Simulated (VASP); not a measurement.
Input:

```xyz
4
Lattice="1.9206 -3.3266 0.0000 1.9206 3.3266 0.0000 0.0000 0.0000 4.9982" Properties=species:S:1:pos:R:3 pbc="T T T"
Ni     0.0000     0.0000     2.4991
Ni     0.0000     0.0000     0.0000
Sb     1.9206     1.1089     1.2496
Sb     1.9206    -1.1089     3.7487
```

Level of theory: r2SCAN+rVV10, VASP's PBE PAW potentials (set 64) (plane waves; VASP 6.6.1). Numerical set-up: 520 eV cut-off, 9×9×6 Γ-centred mesh, first-order Methfessel-Paxton smearing of 0.10 eV, potentials Ni Sb.

Task: Give the stress tensor in GPa (positive for a compressed cell).

Result: 
```
9.21  0.00  0.00
0.00  9.21  0.00
0.00  0.00  9.07
```
The pressure is its mean diagonal, 9.16 GPa.

The compound is NiSb in the NiAs type structure. This cell is one point of a volume scan, at 0.94 of the reference volume. The run is not spin-polarised, so no magnetic state was tried.
